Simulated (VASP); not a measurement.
A VASP calculation is set up with these files.

POSCAR:
```
KTaO3
1.0
  3.9605448231   0.0000000000   0.0000000000
  0.0000000000   3.9605448231   0.0000000000
  0.0000000000   0.0000000000   3.9605448231
K Ta O
1 1 3
Direct
  0.0000000000   0.0000000000   0.0000000000
  0.5000000000   0.5000000000   0.5000000000
  0.5000000000   0.0000000000   0.5000000000
  0.0000000000   0.5000000000   0.5000000000
  0.5000000000   0.5000000000   0.0000000000
```

**INCAR**
```
ENCUT = 520
PREC = Accurate
ISIF = 2   ! forces and stress, cell fixed
LWAVE = F
LMAXMIX = 6   ! l cut-off of mixed one-centre charges
LASPH = T   ! aspherical one-centre terms
NSW = 30
ALGO = Normal   ! blocked Davidson
SYSTEM = KTaO3
EDIFFG = -0.001   ! ionic stop
ISMEAR = 0
EDIFF = 1E-8
NELM = 100
LREAL = F
LCHARG = F
IBRION = 1   ! quasi-Newton
SIGMA = 0.05   ! width (eV)
```

File KPOINTS:
```
Automatic mesh
0
Gamma
5 5 5
0 0 0
```

POTCAR, in this order: K_sv Ta_pv O (LDA.64 set). Program: vasp_std.

Q: Write an equivalent input for Ansatz.

A: One equivalent input (not run):
Ansatz 0.2 input:
```yaml
crystal:
  lattice:
    - [3.9605448, 0.0000000, 0.0000000]
    - [0.0000000, 3.9605448, 0.0000000]
    - [0.0000000, 0.0000000, 3.9605448]
  atoms:
    - { symbol: K, position: [0.0000000, 0.0000000, 0.0000000] }
    - { symbol: Ta, position: [0.5000000, 0.5000000, 0.5000000] }
    - { symbol: O, position: [0.5000000, 0.0000000, 0.5000000] }
    - { symbol: O, position: [0.0000000, 0.5000000, 0.5000000] }
    - { symbol: O, position: [0.5000000, 0.5000000, 0.0000000] }
kpoints:
  mp_grid: { grid: [5, 5, 5] }
hamiltonian:
  xc: lda
  pseudopotentials: { kind: paw }
scf:
  occupations: { method: gaussian, width: 0.05 }
  max_iter: 100
relax:
  max_steps: 30
  f_tol: 0.001
output: { forces: true, stress: true, eigenvalues: true }
```
The two are equivalent in intent, not identical: each code has its own PAW files, so the cut-off isn't converted (ENCUT is set for VASP's; basis.ecutwfc is left out, and Ansatz then takes the one that its files recommend); Ansatz stops its SCF on the density residual and VASP on the energy change (EDIFF); Ansatz's lda is the Perdew-Wang form, while the LDA potentials of VASP carry Perdew-Zunger's.

The compound is KTaO3 in the cubic perovskite structure. It was relaxed first. The start is the result of an earlier pass.
